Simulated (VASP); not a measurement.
The input files of a VASP run:

File POSCAR:
```
NaCl
3.9880820
  0.0000000000   0.7071068248   0.7071068248
  0.7071068248   0.0000000000   0.7071068248
  0.7071068248   0.7071068248   0.0000000000
Na Cl
1 1
Cart
  0.0000000000   0.0000000000   0.0000000000
  0.7071068248   0.7071068248   0.7071068248
```

### INCAR
```
SYSTEM = NaCl
PREC = Normal; ENCUT = 500; LREAL = .FALSE.
LASPH = .TRUE.
EDIFF = 1E-8; NELM = 100; ALGO = Normal
ISMEAR = 0; SIGMA = 0.01
GGA = PE
LWAVE = .TRUE.; LCHARG = .FALSE.
```

KPOINTS:
```
kpoints
0
Gamma
  6 6 6
0 0 0
```

POTCAR, in this order: Na_sv_GW Cl_GW (PBE.64 set). Program: vasp_std.

Q: Write an equivalent input for Quantum ESPRESSO's pw.x.

A: One equivalent input (not run):
```
&CONTROL
  calculation = 'scf'
  pseudo_dir = './pseudo'
  outdir = './out'
  tprnfor = .true.
  tstress = .true.
/
&SYSTEM
  ibrav = 0
  nat = 2
  ntyp = 2
  ecutwfc = 88
  occupations = 'smearing'
  smearing = 'gaussian'
  degauss = 0.000735
  input_dft = 'pbe'
/
&ELECTRONS
  conv_thr = 7.3e-10
  electron_maxstep = 100
/
ATOMIC_SPECIES
  Na 22.990 Na.upf
  Cl 35.450 Cl.upf
CELL_PARAMETERS angstrom
     0.0000000    2.8200000    2.8200000
     2.8200000    0.0000000    2.8200000
     2.8200000    2.8200000    0.0000000
ATOMIC_POSITIONS crystal
  Na   0.0000000  0.0000000  0.0000000
  Cl   0.5000000  0.5000000  0.5000000
K_POINTS automatic
  6 6 6 0 0 0
```
The two are equivalent in intent, not identical: the potentials are each code's own (VASP's PAW set, PseudoDojo norm-conserving files in pw.x), so ENCUT and ecutwfc are chosen apart and not converted; conv_thr bounds pw.x's estimated SCF error, while EDIFF bounds the energy change between steps.

The compound is NaCl in the rock salt structure. The cell was not relaxed at this level.
